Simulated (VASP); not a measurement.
**NaCaBr3: single point with PBE**

Crystal: NaCaBr3.

```
Na Ca Br
1.0
     5.64131    0.00000    0.00000
     0.00000    5.64131    0.00000
     0.00000    0.00000    5.64131
Na Ca Br
1 1 3
Cartesian
  0.0000 0.0000 0.0000
  2.8207 2.8207 2.8207
  2.8207 2.8207 0.0000
  2.8207 0.0000 2.8207
  0.0000 2.8207 2.8207
```

The cell was built by a generator and needn't be a form met in nature.

| Quantity | Value |
| --- | --- |
| Program | VASP 6.6.1 |
| Task | single point |
| Functional | PBE |
| Potentials or basis | VASP PAW PBE potentials, release 64 (Na_pv, Ca_sv, Br) |
| Cutoff | 520 eV |
| k mesh | 4 × 4 × 4 |
| Occupations | fermi-dirac, width 0.02 eV |
| Spin | no spin polarisation |
| Dipole correction | no |
| Further INCAR settings | ALGO = Fast; EDIFF = 1e-06; NBANDS = 27 |

* Pressure: 0.5 GPa
* Band gap on the k mesh: 3.07 eV, indirect (least direct gap 3.40 eV)

Levels at points of the mesh, in eV from the valence-band top:
```csv
k point,band 17,band 18,band 19,band 20,band 21,band 22
"(0.00, 0.00, 0.00)",-0.33,-0.33,-0.33,3.07,4.86,4.86
"(0.50, 0.00, 0.00)",-0.73,-0.41,-0.41,4.62,4.95,5.27
"(0.50, 0.50, 0.00)",-0.96,-0.96,-0.01,4.82,5.98,5.98
"(0.50, 0.50, 0.50)",0.00,0.00,0.00,3.89,6.63,6.63
```

Wall time 66 s on 1 thread of Intel(R) Xeon(R) Platinum 8375C CPU @ 2.90GHz (Ice Lake) (shared host), peak memory 0.27 GiB.

A k mesh can miss the band edges. PBE gaps usually lie below the measured ones, often by a third to a half.
